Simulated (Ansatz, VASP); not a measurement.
# InBiP2: VASP beside Ansatz, part 2 of 2

Aim: how closely do two programs agree when they are given the same cell, functional and k mesh? The cell is invented: As first built, before any earlier steps moved the atoms (in the runner's words): it takes the InP structure with some of its atoms replaced by other elements, volume scaled by an estimate. It may not be a known or stable phase. The cell is taken from a series of VASP runs on this material, whose earlier steps may have relaxed, scaled or displaced it; both programs get it as it stands.

VASP 6.6.1 and Ansatz 0.2.0.

So far. Step 2 (VASP: single point, PBE): The run ends at a pressure of 0.00 GPa, with forces up to 0.0089 eV/Å. Step 3 (Ansatz: single point, PBE): The run ends at a pressure of 0.06 GPa, with forces up to 0.014 eV/Å.

## (6) VASP: band structure, PBE

Level of this step: PBE; plane waves and PAW (Bi_d, In_d, P); invented cell (VASP).

The same cell, functional, mesh and smearing now go to VASP, with its own data sets and cutoff.

File INCAR:

```
SYSTEM = InBiP2
PREC = Accurate
ENCUT = 400
EDIFF = 1E-06
NELM = 100
ISMEAR = 0
SIGMA = 0.05
LREAL = .FALSE.
ALGO = Normal
GGA = PE
NBANDS = 33
LORBIT = 11
LWAVE = .FALSE.
LCHARG = .FALSE.
KPAR = 2
```

File POSCAR:

```
InBiP2
1.0
    2.1018449888      1.2135002369      7.9312849891
   -2.1018449888      1.2135002369      7.9312849891
    0.0000000000     -2.4270016545      7.9312850203
Bi In P
1 1 2
Direct
    0.5012803093      0.5012803093      0.5012803093
    0.0013209236      0.0013209236      0.0013209236
    0.1134403002      0.1134403002      0.1134403001
    0.6339584669      0.6339584669      0.6339584670
```

File KPOINTS:

```
Automatic mesh
0
Gamma
7 7 7
0 0 0
```

File KPOINTS_OPT:

```
Line mode
16
Line-mode
Reciprocal
  0.00000000   0.00000000   0.00000000 GAMMA
  0.50000000   0.00000000   0.00000000 L

  0.50000000   0.00000000   0.00000000 L
  0.50000000   0.18227303  -0.18227303 B1

  0.81772697   0.50000000   0.18227303 B
  0.50000000   0.50000000   0.50000000 Z

  0.50000000   0.50000000   0.50000000 Z
  0.00000000   0.00000000   0.00000000 GAMMA

  0.00000000   0.00000000   0.00000000 GAMMA
  0.34113651   0.00000000  -0.34113651 X

  0.65886349   0.34113651   0.00000000 Q
  0.50000000   0.50000000   0.00000000 F

  0.50000000   0.50000000   0.00000000 F
  0.65886349   0.65886349   0.18227303 P1

  0.65886349   0.65886349   0.18227303 P1
  0.50000000   0.50000000   0.50000000 Z

  0.50000000   0.00000000   0.00000000 L
  0.81772697   0.34113651   0.34113651 P
```

The projector-augmented-wave data sets are Bi_d, In_d and P (PBE family, release 64).

On the command line:

```console
mpirun -np 2 vasp_std
```

Numbers of over 12 decimals in the logs are rounded to 6 here.

Output:

```text
[banner, memory and clock lines left out]
running    2 mpi-ranks, on    1 nodes
[...]
LDA part: xc-table for (Slater+PW92), standard interpolation
 POSCAR, INCAR and KPOINTS ok, starting setup
[...]
entering main loop
       N       E                     dE             d eps       ncg     rms          rms(c)
DAV:   1     0.320826556840E+03    0.32083E+03   -0.15027E+04  2904   0.101E+03
DAV:   2     0.177880621107E+02   -0.30304E+03   -0.28991E+03  3041   0.306E+02
DAV:   3    -0.164028285557E+02   -0.34191E+02   -0.33636E+02  3522   0.116E+02
DAV:   4    -0.178403766162E+02   -0.14375E+01   -0.14345E+01  3590   0.256E+01
[...]
DAV:  13    -0.168240560642E+02   -0.10039E-04   -0.11534E-05  2828   0.155E-02    0.711E-03
DAV:  14    -0.168240581245E+02   -0.20603E-05   -0.30664E-06  3075   0.819E-03    0.148E-03
DAV:  15    -0.168240582707E+02   -0.14621E-06   -0.22415E-07  2294   0.281E-03
   1 F= -.16824058E+02 E0= -.16824058E+02  d E =-.284502E-07
 Start KPOINTS_OPT (optional k-point list driver)
k-point batch [1-44\144]
       N       E                     dE             ncg
DAV:   1     0.181504048089E+04   -0.31448E+05     2905
DAV:   2    -0.113762882822E+05   -0.13191E+05     2996
DAV:   3    -0.128953658652E+05   -0.15191E+04     3574
DAV:   4    -0.129595064824E+05   -0.64141E+02     3655
[...]
DAV:   8    -0.129625979268E+05   -0.45978E-04     3920
DAV:   9    -0.129625979279E+05   -0.10782E-05     2416
DAV:  10    -0.129625979283E+05   -0.38106E-06     2448
[...]
k-point batch [133-144\144]
       N       E                     dE             ncg
DAV:   1     0.255741080024E+05   -0.11077E+05      792
DAV:   2     0.219891239262E+05   -0.35850E+04      817
DAV:   3     0.215871708845E+05   -0.40195E+03      967
DAV:   4     0.215704205357E+05   -0.16750E+02     1062
DAV:   5     0.215696529698E+05   -0.76757E+00     1192
DAV:   6     0.215696391287E+05   -0.13841E-01     1088
DAV:   7     0.215696385523E+05   -0.57638E-03     1200
DAV:   8     0.215696385396E+05   -0.12706E-04     1152
DAV:   9     0.215696385393E+05   -0.25784E-06      688
```

OUTCAR, selected parts (step 6):

```text
  Total       -0.0006358     -0.0006358      0.0077448      0.0000000     -0.0000000      0.0000000
  in kB       -0.0083930     -0.0083930      0.1022314      0.0000000     -0.0000000      0.0000000
  external PRESSURE =       0.0284818 kB  Pullay stress =       0.0000000 kB

 POSITION                                       TOTAL-FORCE (eV/Angst)
 -----------------------------------------------------------------------------------
      0.00000     -0.00000     11.92739         0.000000     -0.000000      0.004336
      0.00000     -0.00000      0.03143         0.000000     -0.000000      0.008811
      0.00000     -0.00000      2.69918         0.000000      0.000000     -0.008650
      0.00000     -0.00000     15.08432         0.000000      0.000000     -0.004498
 -----------------------------------------------------------------------------------
    total drift:                               -0.000000      0.000006      0.001166

  FREE ENERGIE OF THE ION-ELECTRON SYSTEM (eV)
  ---------------------------------------------------
  free  energy   TOTEN  =       -16.8240582707 eV

  energy  without entropy=      -16.8240582423  energy(sigma->0) =      -16.82405826

[... 1 part as in an earlier step ...]

[... 2 further parts left out ...]
[key lines of the parts left out:]
E-fermi :   4.6318
```

The run ends at a pressure of 0.00 GPa, with forces up to 0.0088 eV/Å.

## (7) Comparison

Both answers:

```csv
quantity,Ansatz,VASP,difference
pressure (GPa),0.06,0.00,+0.06
gap over the path points (eV),0.117,0.120,-0.003
```

Levels at points of the path, from each program's valence-band top (eV; 4 filled, then empty):

```
k (reciprocal lattice)                                  Ansatz                                    VASP
     0.000 0.000 0.000  -1.77 -1.42 -0.45 -0.45 0.33 1.67 1.72  -1.77 -1.41 -0.44 -0.44 0.33 1.68 1.72
     0.133 0.000 0.000  -2.02 -1.47 -0.93 -0.74 0.80 1.68 2.08  -2.02 -1.47 -0.93 -0.73 0.80 1.69 2.08
     0.300 0.000 0.000  -2.59 -2.35 -1.38 -0.49 0.55 2.22 2.76  -2.59 -2.35 -1.37 -0.49 0.55 2.22 2.77
     0.467 0.000 0.000  -3.18 -2.90 -1.73 -0.17 0.62 2.11 2.48  -3.18 -2.90 -1.72 -0.17 0.62 2.11 2.48
    0.500 0.036 -0.036  -3.23 -3.00 -1.91 -0.11 0.80 2.25 2.51  -3.23 -3.00 -1.90 -0.11 0.81 2.25 2.51
    0.500 0.097 -0.097  -3.28 -3.12 -2.44 -0.18 1.60 1.79 2.72  -3.28 -3.12 -2.44 -0.18 1.60 1.80 2.72
    0.500 0.158 -0.158  -3.37 -2.97 -2.66 -0.46 1.22 1.90 3.26  -3.36 -2.96 -2.65 -0.46 1.23 1.90 3.26
     0.775 0.500 0.225  -3.24 -2.82 -2.60 -0.63 0.88 1.94 3.38  -3.23 -2.81 -2.59 -0.63 0.88 1.94 3.38
     0.669 0.500 0.331  -3.08 -2.52 -1.76 -0.28 1.23 1.57 3.06  -3.08 -2.52 -1.75 -0.27 1.24 1.57 3.06
     0.606 0.500 0.394   -2.41 -1.95 -1.08 0.00 1.14 1.67 2.55   -2.40 -1.94 -1.08 0.00 1.14 1.68 2.56
```

At this near-relaxed geometry the largest component of a force difference is 6 meV/Å. Among the levels compared at these points, filled levels agree within 8 meV and empty ones within 7 meV. Ansatz's pressure holds a Pulay correction of 0.03 GPa; VASP's holds none.

## (8) Summary of results

```json
{
 "difference in gap on the k mesh (single point, PBE)": "-0.0035 eV",
 "difference in gap over the path points (band structure, PBE)": "-0.0029 eV"
}
```

**Reading.** The difference in gap on the k mesh is -0.0035 eV (single point, PBE), within the 0.08 eV picked in this series as the mark of a large difference. How closely two codes agree says nothing of how well the functional describes the real material.

[Lines on the potential files, build, host, timing and source positions are cut from VASP's logs without a mark.]

[Logs are printed without paths, hosts, clocks, repeated set-up lines and the standing remarks that a program may print on its own settings, such as how far it seeks lower states.]

[Hosts, paths, dates, database ids (printed as entryN), source tags and the programs' standing remarks are cut or masked in the printed files.]
